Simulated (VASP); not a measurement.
Here is the system:

```
ZrN
1.0
    3.52631     0.00000     0.00000
   -1.76315     3.05387     0.00000
    0.00000     0.00000     5.53935
Zr N
2 2
Cartesian
  0.00000   2.03591   5.52256
  1.76315   1.01796   2.75289
  0.00000   2.03591   2.09404
  1.76315   1.01796   4.86372
```

The numbers are results of PBEsol GGA, VASP's PBE PAW potentials (set 64) (plane waves; VASP), not measurements. Numerical set-up: 520 eV cut-off, Gaussian smearing of 0.050 eV, potentials Zr_sv N.

Give the energies of bands 11 to 20 at the high-symmetry points, in eV from the Fermi level.

| band | Γ | M | K | A | L | H |
|---|---|---|---|---|---|---|
| 11 | -5.64 | -6.06 | -5.80 | -5.94 | -6.34 | -5.74 |
| 12 | -5.64 | -5.71 | -4.83 | -5.94 | -6.34 | -5.74 |
| 13 | -5.36 | -4.99 | -4.83 | -5.39 | -4.46 | -5.11 |
| 14 | -5.15 | -4.33 | -4.40 | -5.39 | -4.46 | -5.11 |
| 15 | -5.00 | -4.16 | -4.25 | -5.39 | -4.37 | -4.09 |
| 16 | -5.00 | -3.65 | -4.25 | -5.39 | -4.37 | -4.09 |
| 17 | -0.39 | -0.90 | -0.95 | 1.43 | 0.39 | -0.50 |
| 18 | 0.26 | 0.00 | -0.25 | 1.43 | 0.39 | -0.50 |
| 19 | 0.26 | 0.86 | -0.25 | 1.62 | 2.06 | 2.03 |
| 20 | 1.66 | 1.62 | 0.31 | 1.62 | 2.07 | 2.03 |

It has no gap at this level: it comes out as a metal or semimetal.

The structure was generated: ZrN was put into the wurtzite type (P6_3mc), which need not be its known phase. It was relaxed first, which changed the volume by -35 %.
